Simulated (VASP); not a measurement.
Calculation: vdW-DF-cx, VASP's PBE PAW potentials (set 64) (plane waves; VASP 6.6.1).

VASP input:

**KPOINTS**
```
Automatic mesh
0
Gamma
13 13 13
0 0 0
```

### POSCAR
```
ZrC
1.0
  0.0000000000   2.2943106940   2.2943106940
  2.2943106940   0.0000000000   2.2943106940
  2.2943106940   2.2943106940   0.0000000000
Zr C
1 1
Direct
  0.0000000000   0.0000000000   0.0000000000
  0.5000000000   0.5000000000   0.5000000000
```

### INCAR
```
AGGAC  =  0.0
ALGO  =  Normal
EDIFF  =  1E-7
ENCUT  =  520
GGA  =  CX
ISIF  =  2
ISMEAR  =  1
LASPH  =  T
LCHARG  =  F
LMAXMIX  =  4
LREAL  =  F
LUSE_VDW  =  T
LWAVE  =  F
NELM  =  100
PREC  =  Accurate
SIGMA  =  0.1
SYSTEM  =  ZrC
```

POTCAR, in this order: Zr_sv C (PBE.64 set). Program: vasp_std.

Output of the run:

OUTCAR:
```
 ion  position               nearest neighbor table
   1  0.000  0.000  0.000-   2 2.29   2 2.29   2 2.29   2 2.29   2 2.29   2 2.29
   2  0.500  0.500  0.500-   1 2.29   1 2.29   1 2.29   1 2.29   1 2.29   1 2.29
  LATTYP: Found a face centered cubic cell.
 ALAT       =     4.5886213880
 Subroutine PRICEL returns:
 Original cell was already a primitive cell.
 Subroutine GETGRP returns: Found 48 space group operations
The static configuration has the point symmetry O_h .
The dynamic configuration has the point symmetry O_h .
 Subroutine INISYM returns: Found 48 space group operations
 Subroutine IBZKPT returns following result:
 Found     84 irreducible k-points:

 Following reciprocal coordinates:
            Coordinates               Weight
  0.000000  0.000000  0.000000      1.000000
  0.076923  0.000000  0.000000      8.000000
  0.153846  0.000000  0.000000      8.000000
  0.230769  0.000000  0.000000      8.000000
  0.307692  0.000000  0.000000      8.000000
  0.384615  0.000000  0.000000      8.000000
  0.461538  0.000000  0.000000      8.000000
  0.076923  0.076923  0.000000      6.000000
  0.153846  0.076923  0.000000     24.000000
  0.230769  0.076923  0.000000     24.000000
  0.307692  0.076923  0.000000     24.000000
  0.384615  0.076923  0.000000     24.000000
  0.461538  0.076923  0.000000     24.000000
 -0.461538  0.076923  0.000000     24.000000
 -0.384615  0.076923  0.000000     24.000000
 -0.307692  0.076923  0.000000     24.000000
 -0.230769  0.076923  0.000000     24.000000
 -0.153846  0.076923  0.000000     24.000000
 -0.076923  0.076923  0.000000     12.000000
  0.153846  0.153846  0.000000      6.000000
  0.230769  0.153846  0.000000     24.000000
  0.307692  0.153846  0.000000     24.000000
  0.384615  0.153846  0.000000     24.000000
  0.461538  0.153846  0.000000     24.000000
 -0.461538  0.153846  0.000000     24.000000
 -0.384615  0.153846  0.000000     24.000000
 -0.307692  0.153846  0.000000     24.000000
 -0.230769  0.153846  0.000000     24.000000
 -0.153846  0.153846  0.000000     12.000000
  0.230769  0.230769  0.000000      6.000000
  0.307692  0.230769  0.000000     24.000000
  0.384615  0.230769  0.000000     24.000000
  0.461538  0.230769  0.000000     24.000000
 -0.461538  0.230769  0.000000     24.000000
 -0.384615  0.230769  0.000000     24.000000
 -0.307692  0.230769  0.000000     24.000000
 -0.230769  0.230769  0.000000     12.000000
  0.307692  0.307692  0.000000      6.000000
  0.384615  0.307692  0.000000     24.000000
  0.461538  0.307692  0.000000     24.000000
   k-points           NKPTS =     84   k-points in BZ     NKDIM =     84   number of bands    NBANDS=     12
   number of dos      NEDOS =    301   number of ions     NIONS =      2
   total plane-waves  NPLWV =  13824
   dimension x,y,z NGX =    24 NGY =   24 NGZ =   24
   dimension x,y,z NGXF=    48 NGYF=   48 NGZF=   48
   ions per type =               1   1
   PREC   = accura    normal or accurate (medium, high low for compatibility)
   ISTART =      0    job   : 0-new  1-cont  2-samecut
   ICHARG =      2    charge: 1-file 2-atom 10-const
   ISPIN  =      1    spin polarized calculation?
   LNONCOLLINEAR =      F non collinear calculations
   LSORBIT =      F    spin-orbit coupling
   INIWAV =      1    electr: 0-lowe 1-rand  2-diag
   ENCUT  =  520.0 eV  38.22 Ry    6.18 a.u.   6.03  6.03  6.03*2*pi/ulx,y,z
   NELM   =    100;   NELMIN=  2; NELMDL= -5     # of ELM steps
   EDIFF  = 0.1E-06   stopping-criterion for ELM
   LREAL  =      F    real-space projection
   NLSPLINE    = F    spline interpolate recip. space projectors
   LMAXMIX     =    4 max onsite mixed and CHGCAR
...
```

**OSZICAR**
```
       N       E                     dE             d eps       ncg     rms          rms(c)
DAV:   1     0.117816917787E+03    0.11782E+03   -0.90243E+03  2016   0.135E+03
DAV:   2    -0.133276048422E+02   -0.13114E+03   -0.12306E+03  2332   0.339E+02
DAV:   3    -0.192158265463E+02   -0.58882E+01   -0.57946E+01  2868   0.651E+01
DAV:   4    -0.194766684467E+02   -0.26084E+00   -0.26059E+00  2628   0.131E+01
DAV:   5    -0.194828372489E+02   -0.61688E-02   -0.61685E-02  2892   0.179E+00    0.247E+01
DAV:   6    -0.163653094592E+02    0.31175E+01   -0.14128E+01  2268   0.276E+01    0.100E+01
DAV:   7    -0.162832900899E+02    0.82019E-01   -0.55589E-01  2340   0.635E+00    0.705E+00
DAV:   8    -0.162790574579E+02    0.42326E-02   -0.10626E-01  2184   0.307E+00    0.151E+00
DAV:   9    -0.162757633586E+02    0.32941E-02   -0.24730E-02  2520   0.103E+00    0.475E-01
DAV:  10    -0.162760367798E+02   -0.27342E-03   -0.17663E-03  2268   0.539E-01    0.366E-01
DAV:  11    -0.162758787092E+02    0.15807E-03   -0.54773E-04  2236   0.186E-01    0.169E-02
DAV:  12    -0.162758768606E+02    0.18487E-05   -0.10510E-05  2904   0.364E-02    0.115E-02
DAV:  13    -0.162758766771E+02    0.18343E-06   -0.23921E-07  1968   0.496E-03    0.159E-03
DAV:  14    -0.162758766776E+02   -0.45088E-09   -0.35777E-08  1228   0.149E-03
   1 F= -.16275877E+02 E0= -.16275838E+02  d E =-.116136E-03
```

File OUTCAR:
```
------------------------ aborting loop because EDIFF is reached ----------------------------------------
  FORCE on cell =-STRESS in cart. coord.  units (eV):
  Direction    XX          YY          ZZ          XY          YZ          ZX
  --------------------------------------------------------------------------------------
  Total        2.4529231      2.4529231      2.4529231      0.0000000      0.0000000     -0.0000000
  in kB      162.7075965    162.7075965    162.7075965      0.0000000      0.0000000     -0.0000000
  external PRESSURE =     162.7075965 kB  Pullay stress =       0.0000000 kB
  volume of cell :       24.15
      direct lattice vectors                 reciprocal lattice vectors
     0.000000000  2.294310694  2.294310694    -0.217930379  0.217930379  0.217930379
     2.294310694  0.000000000  2.294310694     0.217930379 -0.217930379  0.217930379
     2.294310694  2.294310694  0.000000000     0.217930379  0.217930379 -0.217930379
 POSITION                                       TOTAL-FORCE (eV/Angst)
 -----------------------------------------------------------------------------------
      0.00000      0.00000      0.00000         0.000000      0.000000     -0.000000
      2.29431      2.29431      2.29431        -0.000000     -0.000000      0.000000
 -----------------------------------------------------------------------------------
    total drift:                                0.000000     -0.000000     -0.000000
  FREE ENERGIE OF THE ION-ELECTRON SYSTEM (eV)
  ---------------------------------------------------
  free  energy   TOTEN  =       -16.2758766776 eV

  energy  without entropy=      -16.2757605419  energy(sigma->0) =      -16.27583797
```
(Selected blocks of OUTCAR.)

OUTCAR:
```
 val. band max:       10.4448457314   @ k =   0.3846   0.3077   0.0000

 cond. band min:      10.4748202843   @ k =   0.3077   0.2308   0.0000


 Fermi energy:        10.4479637030

 k-point     1 :       0.0000    0.0000    0.0000
  band No.  band energies     occupation
      1     -37.3760      2.00000
      2     -15.0613      2.00000
      3     -15.0613      2.00000
      4     -15.0613      2.00000
      5      -1.1354      2.00000
      6      11.3516     -0.00000
      7      11.3516     -0.00000
      8      11.3516     -0.00000
      9      11.4796     -0.00000
     10      11.4796     -0.00000
     11      11.4796     -0.00000
     12      13.4147      0.00000

 k-point     2 :       0.0769    0.0000    0.0000
  band No.  band energies     occupation
      1     -37.3680      2.00000
      2     -15.1313      2.00000
      3     -15.0670      2.00000
      4     -15.0670      2.00000
      5      -0.9826      2.00000
      6      10.3348      2.06788
      7      10.5796     -0.06865
      8      10.5796     -0.06865
      9      11.7778     -0.00000
     10      11.7778     -0.00000
     11      12.1941     -0.00000
     12      14.1947      0.00000

 k-point     3 :       0.1538    0.0000    0.0000
  band No.  band energies     occupation
      1     -37.3457      2.00000
      2     -15.3206      2.00000
      3     -15.0829      2.00000
      4     -15.0829      2.00000
      5      -0.5507      2.00000
      6       9.0889      2.00000
      7       9.5586      2.00000
      8       9.5586      2.00000
      9      12.2249     -0.00000
     10      12.2249     -0.00000
     11      12.7146      0.00000
     12      15.6633      0.00000

 k-point     4 :       0.2308    0.0000    0.0000
  band No.  band energies     occupation
      1     -37.3141      2.00000
      2     -15.5767      2.00000
      3     -15.1051      2.00000
      4     -15.1051      2.00000
      5       0.0922      2.00000
      6       7.8254      2.00000
...
```

The compound is ZrC in the rock salt structure. This cell is one point of a volume scan, at 0.94 of the reference volume.
